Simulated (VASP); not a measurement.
Shape and ions are relaxed at each volume.

Input:

```cif
data_Cd2Se2
_chemical_formula_sum 'Cd2 Se2'
_space_group_name_H-M_alt 'P63mc'
_space_group_IT_number 186
_space_group_name_Hall 'P 6c -2c'
_cell_length_a 4.33394
_cell_length_b 4.33394
_cell_length_c 7.06691
_cell_angle_alpha 90.000
_cell_angle_beta 90.000
_cell_angle_gamma 120.000
loop_
_atom_site_label
_atom_site_type_symbol
_atom_site_symmetry_multiplicity
_atom_site_Wyckoff_symbol
_atom_site_fract_x
_atom_site_fract_y
_atom_site_fract_z
_atom_site_occupancy
Cd1 Cd 2 b 0.33333 0.66667 0.00006 1
Se1 Se 2 b 0.33333 0.66667 0.37594 1
```

These are PBE GGA with D3 dispersion (Becke-Johnson damping), VASP's PBE PAW potentials (set 64) (plane waves; VASP 6.6.1) values and carry that method's errors. Settings: 520 eV cut-off, 6×6×3 Γ-centred mesh, Gaussian smearing of 0.050 eV, potentials Cd Se.

**Question.** Give the energy at these volumes per atom, relative to the lowest: 27.00, 27.87, 28.73, 29.59, 30.45 Å³.

**Answer.** 18.2, 4.4, 0.0, 3.7, 14.2 meV/atom. A third-order Birch-Murnaghan fit gives B0 = 49.8 GPa and B0′ = 4.6.

Measured: bulk modulus 53.4 GPa (computed value off by -6.8 %), as given by Michael Grünwald et al., The Journal of Chemical Physics (2012), arXiv:1201.2992. The calculation is for a static lattice, while the measured bulk modulus holds thermal and zero-point effects, which are part of the difference.

The compound is CdSe in the wurtzite structure. It was relaxed first.
